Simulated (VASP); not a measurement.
Data:

```yaml
crystal:
  lattice:
    - [2.02418, 1.16866, 3.31903]
    - [-2.02418, 1.16866, 3.31903]
    - [0.00000, -2.33733, 3.31903]
  atoms:
    - { symbol: Cl, position: [0.25006, 0.25006, 0.25006] }
    - { symbol: Cl, position: [0.74994, 0.74994, 0.74994] }
```

Method: PBEsol GGA, VASP's PBE PAW potentials (set 64) (plane waves; VASP). Settings: 480 eV cut-off, 10×10×10 Γ-centred mesh, first-order Methfessel-Paxton smearing of 0.10 eV, potentials Cl.

Question: Give the stress tensor in GPa (positive for a compressed cell).

Answer: 
```
-3.23   0.00   0.00
 0.00  -3.23   0.00
 0.00   0.00  -3.28
```
The pressure is its mean diagonal, -3.24 GPa.

The structure was generated: Cl was put into the A7 type (R-3m), which need not be its known phase. This cell was strained or had an atom moved on purpose.
